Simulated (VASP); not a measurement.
An input for Ansatz (written as the equivalent of a VASP run, and not itself run):

Ansatz 0.2 input:
```yaml
crystal:
  lattice:
    - [1.5080153, 0.8706528, 5.7788000]
    - [-1.5080153, 0.8706528, 5.7788000]
    - [0.0000000, -1.7413065, 5.7788000]
  atoms:
    - { symbol: Al, position: [0.8070315, 0.8070315, 0.8070315] }
    - { symbol: Al, position: [0.3067346, 0.3067346, 0.3067346] }
    - { symbol: O, position: [0.9718044, 0.9718044, 0.9718044] }
    - { symbol: O, position: [0.4178345, 0.4178345, 0.4178345] }
    - { symbol: O, position: [0.1935780, 0.1935780, 0.1935780] }
kpoints:
  mp_grid: { grid: [8, 8, 8] }
hamiltonian:
  xc: pbesol
  pseudopotentials: { kind: paw }
scf:
  occupations: { method: gaussian, width: 0.05 }
  max_iter: 100
relax:
  max_steps: 60
  f_tol: 0.02
  cell: {}
output: { forces: true, stress: true, eigenvalues: true }
```

Task: Write the VASP files for the same calculation (PBEsol).

Result: Several could match; the one computed here: 
### KPOINTS
```
Regular mesh
0
gamma
 8 8 8
```

**POSCAR**
```
Al2O3
1.0
  1.5080152786   0.8706527609   5.7787999839
 -1.5080152786   0.8706527609   5.7787999839
  0.0000000000  -1.7413065288   5.7787999843
Al O
2 3
direct
  0.8070315420   0.8070315420   0.8070315420
  0.3067346051   0.3067346051   0.3067346051
  0.9718043533   0.9718043533   0.9718043533
  0.4178344589   0.4178344589   0.4178344589
  0.1935780406   0.1935780406   0.1935780406
```

### INCAR
```
! general
SYSTEM=Al2O3
PREC  =Accurate
ENCUT =520
LREAL =F
LASPH =T

! electronic loop
EDIFF =1E-6
NELM  =100
ALGO  =Normal

! smearing
ISMEAR=0
SIGMA =0.05

! functional
GGA   =PS

! ions
IBRION=2
NSW   =60
ISIF  =3
EDIFFG=-0.02

! output
LWAVE =F
LCHARG=F
```

POTCAR, in this order: Al O (PBE.64 set). Program: vasp_std.

What does not carry over: each code has its own PAW files, so the cut-off isn't converted (ENCUT is set for VASP's; basis.ecutwfc is left out, and Ansatz then takes the one that its files recommend); Ansatz stops its SCF on the density residual and VASP on the energy change (EDIFF).

The structure comes from a computed database's Al2O3 entry (R3m); how it stands against other phases isn't given here. This run relaxes it. Symmetry was kept, so distortions that lower it aren't found. The start is the result of an earlier pass.
